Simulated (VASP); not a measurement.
Input for VASP

File POSCAR:
```
Ni3Si
3.58020
  1.0000000000   0.0000000000   0.0000000000
  0.0000000000   1.0000000000   0.0000000000
  0.0000000000   0.0000000000   1.0000000000
Si Ni
1 3
Cart
  0.0000000000   0.0000000000   0.0000000000
  0.0000000000   0.5000000000   0.5000000000
  0.5000000000   0.0000000000   0.5000000000
  0.5000000000   0.5000000000   0.0000000000
```

**INCAR**
```
! general
SYSTEM     =  Ni3Si
PREC       =  Accurate
ENCUT      =  400   ! plane-wave cut-off (eV)
LREAL      =  .False.   ! projection in real space or not
LASPH      =  .True.   ! aspherical one-centre terms

! electronic loop
EDIFF      =  1E-6   ! SCF stop (eV)
NELM       =  100
ALGO       =  Normal   ! blocked Davidson
LMAXMIX    =  4   ! l cut-off of mixed one-centre charges

! smearing
ISMEAR     =  1   ! Methfessel-Paxton
SIGMA      =  0.1   ! width (eV)

! functional
GGA        =  PE

! DFT+U
LDAU       =  .True.
LDAUTYPE   =  2
LDAUL      =  -1 2
LDAUU      =  0 5.0
LDAUJ      =  0 0
LDAUPRINT  =  1

! ions
ISIF       =  2

! output
LWAVE      =  .False.
LCHARG     =  .False.
LORBIT     =  10
```

File KPOINTS:
```
Automatic mesh
0
Gamma
8 8 8
0 0 0
```

POTCAR, in this order: Si Ni (PBE.64 set). Program: vasp_std.

Write an equivalent input for Quantum ESPRESSO's pw.x.

One equivalent input (not run):
```
&CONTROL
  calculation = 'scf'
  pseudo_dir = './pseudo'
  outdir = './out'
  tprnfor = .true.
  tstress = .true.
/
&SYSTEM
  ibrav = 0
  nat = 4
  ntyp = 2
  ecutwfc = 98
  occupations = 'smearing'
  smearing = 'methfessel-paxton'
  degauss = 0.00735
  input_dft = 'pbe'
/
&ELECTRONS
  conv_thr = 7.3e-08
  electron_maxstep = 100
/
ATOMIC_SPECIES
  Si 28.085 Si.upf
  Ni 58.693 Ni.upf
CELL_PARAMETERS angstrom
     3.5802000    0.0000000    0.0000000
     0.0000000    3.5802000    0.0000000
     0.0000000    0.0000000    3.5802000
ATOMIC_POSITIONS crystal
  Si   0.0000000  0.0000000  0.0000000
  Ni   0.0000000  0.5000000  0.5000000
  Ni   0.5000000  0.0000000  0.5000000
  Ni   0.5000000  0.5000000  0.0000000
K_POINTS automatic
  8 8 8 0 0 0
HUBBARD {ortho-atomic}
U Ni-3d 5
```
Limits of the translation: the potentials are each code's own (VASP's PAW set, PseudoDojo norm-conserving files in pw.x), so ENCUT and ecutwfc are chosen apart and not converted; conv_thr bounds pw.x's estimated SCF error, while EDIFF bounds the energy change between steps; the +U projectors differ (PAW spheres against orthogonalised atomic orbitals), so the same U acts differently.

The compound is Ni3Si in the L1_2 structure. The cell was not relaxed at this level. The run is one of a series of settings (LDAU = .TRUE., LDAUJ = 0 0, LDAUL = -1 2, LDAUTYPE = 2, LDAUU = 0 5.0 against the base run), some of them coarse on purpose.
